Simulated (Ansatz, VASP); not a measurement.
Two plane-wave programs on Hf7Cl

```
Hf Cl
1.0
     3.20164    0.00000    0.00000
    -1.60082    2.77270    0.00000
     0.00000    0.00000   19.39199
Hf Cl
7 1
Direct
  0.33333 0.66667 0.89160
  0.33333 0.66667 0.10840
  0.33333 0.66667 0.63104
  0.00000 0.00000 0.50000
  0.00000 0.00000 0.23685
  0.33333 0.66667 0.36896
  0.00000 0.00000 0.76315
  0.00000 0.00000 0.00000
```

Alike in both runs: functional PBE; k mesh 6 × 6 × 1; occupations gaussian, width 0.2 eV; no spin polarisation.

Ansatz relaxed the structure, and its values are those at the end. VASP's run is a single point on that final structure, the one shown.

|  | VASP | Ansatz |
| --- | --- | --- |
| version | VASP 6.6.1 | Ansatz 0.2.0 |
| potentials or method | VASP PAW PBE potentials, release 64 (Hf_pv, Cl) | scalar-relativistic, plane waves, PAW |
| plane-wave cutoff (eV) | 520 | 420 |
| valence electrons in the cell | 77 | 189 |

```tsv
	VASP	Ansatz	Ansatz less VASP
gap on the k mesh at the Fermi level (eV)	none	none	-
pressure (GPa)	-0.4	0.1	+0.49
rms of the force components (eV/Å)	0.026	0.022	-0.0037
```

A gap of «none» marks a metal or a gap that the smearing closes. The two sets of potentials don't hold the same shells in valence.

Caveats: the k mesh is coarse (spacing up to 0.38 Å⁻¹), so the values aren't converged; an odd number of electrons without spin polarisation forces a metal; a magnetic or distorted state may lie lower. The runs have no spin-orbit coupling, so splittings on Hf are missing.
